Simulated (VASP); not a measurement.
Input of a VASP 6.6.1 run:

Contents of POSCAR:

```
CdS
1.0
    0.0000000000      2.9165000000      2.9165000000
    2.9165000000      0.0000000000      2.9165000000
    2.9165000000      2.9165000000      0.0000000000
Cd S
1 1
Direct
    0.0000000000      0.0000000000      0.0000000000
    0.2500000000      0.2500000000      0.2500000000
```

File INCAR.step1:

```
  PREC = Accurate
  ENCUT = 520
  EDIFF = 1E-6
  ISMEAR = 0
  SIGMA = 0.02
  LREAL = False
  LASPH = True
  NELM = 100
  ALGO = Fast
  ISIF = 2
  LWAVE = False
  LCHARG = True
  GGA = PE
```

Contents of KPOINTS.step1:

```
regular mesh
0
Gamma
  8 8 8
```

File INCAR.step2:

```
  PREC = Accurate
  ENCUT = 520
  EDIFF = 1E-6
  ISMEAR = 0
  SIGMA = 0.05
  LREAL = False
  LASPH = True
  NELM = 100
  ALGO = Fast
  ISIF = 2
  LWAVE = False
  LCHARG = False
  GGA = PE
  ICHARG = 11
```

The input KPOINTS.step2:

```
path GXWKGLUWLK,UX
20
line-mode
reciprocal
 0.0000000000  0.0000000000  0.0000000000  G
 0.5000000000  0.0000000000  0.5000000000  X

 0.5000000000  0.0000000000  0.5000000000  X
 0.5000000000  0.2500000000  0.7500000000  W

 0.5000000000  0.2500000000  0.7500000000  W
 0.3750000000  0.3750000000  0.7500000000  K

 0.3750000000  0.3750000000  0.7500000000  K
 0.0000000000  0.0000000000  0.0000000000  G

 0.0000000000  0.0000000000  0.0000000000  G
 0.5000000000  0.5000000000  0.5000000000  L

 0.5000000000  0.5000000000  0.5000000000  L
 0.6250000000  0.2500000000  0.6250000000  U

 0.6250000000  0.2500000000  0.6250000000  U
 0.5000000000  0.2500000000  0.7500000000  W

 0.5000000000  0.2500000000  0.7500000000  W
 0.5000000000  0.5000000000  0.5000000000  L

 0.5000000000  0.5000000000  0.5000000000  L
 0.3750000000  0.3750000000  0.7500000000  K

 0.6250000000  0.2500000000  0.6250000000  U
 0.5000000000  0.0000000000  0.5000000000  X
```

Potentials or basis: VASP PAW PBE potentials, release 64 (Cd, S).

Run with:

```bash
$ cat potpaw_PBE.64/Cd/POTCAR potpaw_PBE.64/S/POTCAR > POTCAR
$ cp INCAR.step1 INCAR
$ cp KPOINTS.step1 KPOINTS
$ mpirun -np 1 vasp_std > vasp.out
$ cp INCAR.step2 INCAR
$ cp KPOINTS.step2 KPOINTS
$ mpirun -np 1 vasp_std > vasp.out
```

What does it give for the band gap on the k mesh?

1.15 eV, direct.

Estimate the band gap along the path.

1.15 eV, direct.

Levels at the corners of the path, in eV from the valence-band top:
```tsv
point	band 6	band 7	band 8	band 9	band 10	band 11	band 12	band 13
Γ	-7.25	0.00	0.00	0.00	1.15	6.55	6.55	6.55
X	-6.80	-3.95	-1.88	-1.88	3.55	4.35	9.23	10.78
X	-6.80	-3.95	-1.88	-1.88	3.55	4.35	9.23	10.78
W	-6.62	-3.90	-2.27	-2.19	5.44	5.44	7.25	8.07
W	-6.62	-3.90	-2.27	-2.19	5.44	5.44	7.25	8.07
K	-6.67	-3.93	-2.53	-1.53	4.24	5.46	8.51	9.07
K	-6.67	-3.93	-2.53	-1.53	4.24	5.46	8.51	9.07
Γ	-7.25	0.00	0.00	0.00	1.15	6.55	6.55	6.55
Γ	-7.25	0.00	0.00	0.00	1.15	6.55	6.55	6.55
L	-6.87	-4.40	-0.75	-0.75	3.02	7.01	7.01	7.48
L	-6.87	-4.40	-0.75	-0.75	3.02	7.01	7.01	7.48
U	-6.67	-3.93	-2.53	-1.53	4.24	5.46	8.51	9.07
U	-6.67	-3.93	-2.53	-1.53	4.24	5.46	8.51	9.07
W	-6.62	-3.90	-2.27	-2.19	5.44	5.44	7.25	8.07
W	-6.62	-3.90	-2.27	-2.19	5.44	5.44	7.25	8.07
L	-6.87	-4.40	-0.75	-0.75	3.02	7.01	7.01	7.48
L	-6.87	-4.40	-0.75	-0.75	3.02	7.01	7.01	7.48
K	-6.67	-3.93	-2.53	-1.53	4.24	5.46	8.51	9.07
U	-6.67	-3.93	-2.53	-1.53	4.24	5.46	8.51	9.07
X	-6.80	-3.95	-1.88	-1.88	3.55	4.35	9.23	10.78
```

Caveat: the log is that of the step along the path at fixed density, whose energy, stress, charges and moments have no meaning. Expect the measured gap to be larger: semilocal functionals such as PBE lack the derivative discontinuity.
